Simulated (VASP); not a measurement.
All values below come from PBE GGA with D3 dispersion (zero damping), VASP's PBE PAW potentials (set 64) (plane waves; VASP 6.6.1).

VASP ran on this input.

File POSCAR:
```
AgCl
1
    0.0000000000     2.7622271656     2.7622271656
    2.7622271656     0.0000000000     2.7622271656
    2.7622271656     2.7622271656    -0.0000000000
Ag Cl
1 1
Direct
  0.0000000000   1.0000000000   0.0000000000
  0.5000000000   0.5000000000   0.5000000000
```

### INCAR
```
IVDW = 11
NELM = 100   ! most electronic steps
LCHARG = T
NEDOS = 601
LASPH = T   ! aspherical one-centre terms
ISMEAR = -5
LREAL = F   ! projection in real space or not
SYSTEM = AgCl
LORBIT = 11   ! lm-projected
EDIFF = 1E-7   ! SCF stop (eV)
GGA = PE   ! PBE
ENCUT = 520   ! plane-wave cut-off (eV)
ISIF = 2
ALGO = Normal
LMAXMIX = 4   ! l cut-off of mixed one-centre charges
LWAVE = F
PREC = Accurate
```

### KPOINTS
```
Automatic mesh
0
Gamma
9 9 9
0 0 0
```

POTCAR, in this order: Ag Cl (PBE.64 set). Program: vasp_std.

Output

**OUTCAR**
```
 ion  position               nearest neighbor table
   1  0.000  0.000  0.000-   2 2.76   2 2.76   2 2.76   2 2.76   2 2.76   2 2.76
   2  0.500  0.500  0.500-   1 2.76   1 2.76   1 2.76   1 2.76   1 2.76   1 2.76
  LATTYP: Found a face centered cubic cell.
 ALAT       =     5.5244543312
 Subroutine PRICEL returns:
 Original cell was already a primitive cell.
 Subroutine GETGRP returns: Found 48 space group operations
The static configuration has the point symmetry O_h .
The dynamic configuration has the point symmetry O_h .
 Subroutine INISYM returns: Found 48 space group operations
 Subroutine IBZKPT returns following result:
 Found     35 irreducible k-points:

 Following reciprocal coordinates:
            Coordinates               Weight
  0.000000  0.000000  0.000000      1.000000
  0.111111  0.000000  0.000000      8.000000
  0.222222  0.000000  0.000000      8.000000
  0.333333  0.000000  0.000000      8.000000
  0.444444  0.000000  0.000000      8.000000
  0.111111  0.111111  0.000000      6.000000
  0.222222  0.111111  0.000000     24.000000
  0.333333  0.111111  0.000000     24.000000
  0.444444  0.111111  0.000000     24.000000
 -0.444444  0.111111  0.000000     24.000000
 -0.333333  0.111111  0.000000     24.000000
 -0.222222  0.111111  0.000000     24.000000
 -0.111111  0.111111  0.000000     12.000000
  0.222222  0.222222  0.000000      6.000000
  0.333333  0.222222  0.000000     24.000000
  0.444444  0.222222  0.000000     24.000000
 -0.444444  0.222222  0.000000     24.000000
 -0.333333  0.222222  0.000000     24.000000
 -0.222222  0.222222  0.000000     12.000000
  0.333333  0.333333  0.000000      6.000000
  0.444444  0.333333  0.000000     24.000000
 -0.444444  0.333333  0.000000     24.000000
 -0.333333  0.333333  0.000000     12.000000
  0.444444  0.444444  0.000000      6.000000
...
```

### OSZICAR
```
       N       E                     dE             d eps       ncg     rms          rms(c)
DAV:   1     0.103751938487E+03    0.10375E+03   -0.88844E+03   910   0.126E+03
DAV:   2    -0.108880375915E+01   -0.10484E+03   -0.98595E+02  1040   0.258E+02
DAV:   3    -0.553279317650E+01   -0.44440E+01   -0.44287E+01  1090   0.566E+01
DAV:   4    -0.556925794431E+01   -0.36465E-01   -0.36460E-01  1045   0.577E+00
DAV:   5    -0.556975823819E+01   -0.50029E-03   -0.50029E-03  1060   0.680E-01    0.663E+00
DAV:   6    -0.539288285716E+01    0.17688E+00   -0.32595E-01   973   0.792E+00    0.432E+00
DAV:   7    -0.538922140589E+01    0.36615E-02   -0.10542E-01   965   0.260E+00    0.204E+00
DAV:   8    -0.538849768833E+01    0.72372E-03   -0.53710E-03   970   0.923E-01    0.312E-01
DAV:   9    -0.538855909848E+01   -0.61410E-04   -0.71497E-04  1025   0.383E-01    0.400E-02
DAV:  10    -0.538861763077E+01   -0.58532E-04   -0.84961E-05   925   0.947E-02    0.233E-02
DAV:  11    -0.538862575714E+01   -0.81264E-05   -0.85612E-06   990   0.268E-02    0.372E-03
DAV:  12    -0.538862579645E+01   -0.39312E-07   -0.39048E-07  1040   0.859E-03
   1 F= -.60169185E+01 E0= -.60169185E+01  d E =0.000000E+00
```

OUTCAR:
```
------------------------ aborting loop because EDIFF is reached ----------------------------------------
 Edisp (eV)   -0.62829
  FORCE on cell =-STRESS in cart. coord.  units (eV):
  Direction    XX          YY          ZZ          XY          YZ          ZX
  --------------------------------------------------------------------------------------
  Total      -0.01384    -0.01384    -0.01384     0.00000     0.00000    -0.00000
  in kB      -0.52624    -0.52624    -0.52624     0.00000     0.00000    -0.00000
  external pressure =       -0.53 kB  Pullay stress =        0.00 kB
  volume of cell :       42.15
      direct lattice vectors                 reciprocal lattice vectors
     0.000000000  2.762227166  2.762227166    -0.181013353  0.181013353  0.181013353
     2.762227166  0.000000000  2.762227166     0.181013353 -0.181013353  0.181013353
     2.762227166  2.762227166  0.000000000     0.181013353  0.181013353 -0.181013353
  FREE ENERGIE OF THE ION-ELECTRON SYSTEM (eV)
  ---------------------------------------------------
  free  energy   TOTEN  =        -6.0169185293 eV

  energy  without entropy=       -6.0169185293  energy(sigma->0) =       -6.01691853

 total charge

# of ion       s       p       d       tot
------------------------------------------
    1        0.201   0.143   9.372   9.716
    2        1.603   3.477   0.000   5.080
--------------------------------------------------
tot          1.805   3.620   9.372  14.797
```
(Selected blocks of OUTCAR.)

The compound is AgCl in the rock salt structure. It was relaxed first.
